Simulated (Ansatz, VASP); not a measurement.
**Al15BN16 (a cell with a defect) in VASP and in Ansatz**

```xyz
32
Lattice="6.2260 0.0000 0.0000 -3.1130 5.3919 0.0000 0.0000 0.0000 9.9620" Properties=species:S:1:pos:R:3 pbc="T T T"
B     0.0000    1.7973    0.0597
Al    0.0000    1.7973    4.9674
Al   -1.5781    4.4808    0.0031
Al   -1.5460    4.4993    4.9740
Al    3.1130    1.8222    0.0031
Al    3.1130    1.7851    4.9740
Al    1.5781    4.4808    0.0031
Al    1.5460    4.4993    4.9740
Al    1.5435    0.9062    2.4217
Al    1.5251    0.9168    7.5161
Al    0.0000    3.5795    2.4217
Al    0.0000    3.5584    7.5161
Al    4.6825    0.9062    2.4217
Al    4.7009    0.9168    7.5161
Al    3.1130    3.5946    2.5041
Al    3.1130    3.5946    7.4616
N     0.0000    1.7973    1.6805
N     0.0000    1.7973    6.8535
N    -1.5648    4.4884    1.8949
N    -1.5407    4.5023    6.9064
N     3.1130    1.8069    1.8949
N     3.1130    1.7791    6.9064
N     1.5648    4.4884    1.8949
N     1.5407    4.5023    6.9064
N     1.5471    0.9040    4.3468
N     1.4106    0.9829    9.4477
N     0.0000    3.5838    4.3468
N     0.0000    3.4261    9.4477
N     4.6789    0.9040    4.3468
N     4.8154    0.9829    9.4477
N     3.1130    3.5946    4.4137
N     3.1130    3.5946    9.3554
```

Alike in both runs: functional PBE; k mesh 4 × 4 × 2; occupations fermi-dirac, width 0.01 eV; no spin polarisation.

Ansatz relaxed the structure, and its values are those at the end. VASP's run is a single point on that final structure, the one shown.

```csv
,VASP,Ansatz
version,VASP 6.6.1,Ansatz 0.2.0
potentials or method,"VASP PAW PBE potentials, release 64 (B, Al, N)","plane-wave PAW, scalar-relativistic"
plane-wave cutoff (eV),520,420
valence electrons in the cell,128,128
```

|  | VASP | Ansatz | Ansatz less VASP |
| --- | --- | --- | --- |
| gap on the k mesh at the Fermi level (eV) | 3.67 | 3.67 | 0.000 |
| pressure (GPa) | -2.5 | -2.2 | +0.26 |
| rms of the force components (eV/Å) | 0.004 | 0.001 | -0.0028 |

Ansatz warned: «stress_scf_threshold_loose».
